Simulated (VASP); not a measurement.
All values below come from LDA (Ceperley-Alder, Perdew-Zunger), VASP's LDA PAW potentials (set 64) (plane waves; VASP).

A VASP calculation is set up with these files.

KPOINTS:
```
Regular mesh
0
G
5 4 3
```

INCAR:
```
SYSTEM = Bi
PREC = Accurate
ENCUT = 300
EDIFF = 1E-6
NELM = 100
ALGO = Normal
LREAL = .FALSE.
LASPH = .TRUE.
ISMEAR = 0
SIGMA = 0.136
LMAXMIX = 4
LWAVE = .FALSE.
LCHARG = .FALSE.
ISIF = 2
```

POSCAR:
```
Bi
13.0081220
  0.3472702670   0.0000000000   0.0000000000
  0.0000000000   0.3445814084   0.0000000000
 -0.1138183513   0.0000000000   0.5000000000
Bi
4
direct
  0.8518950000   0.2549720000   0.7883950000
  0.1545170000   0.7415470000   0.2172390000
  0.6779260000   0.2507740000   0.3237320000
  0.3156620000   0.7527080000   0.6706340000
```

POTCAR, in this order: Bi_d (LDA.64 set). Program: vasp_std.

Problem. What will the output report for the number of irreducible k-points (NKPTS), largest plane-wave count, number of space-group operations, FFT grid (NGX, NGY, NGZ)?

Solution. 
- number of irreducible k-points (NKPTS) = 31
- largest plane-wave count = 1572
- number of space-group operations = 1
- FFT grid (NGX, NGY, NGZ) = 28 × 28 × 40

The structure comes from a computed database's Bi entry; how it stands against other phases isn't given here. The cell was not relaxed at this level, atoms are displaced from their ideal sites. The k-mesh is coarse (spacing up to 0.35 per Å, 2π included), so the numbers may not be converged in it.
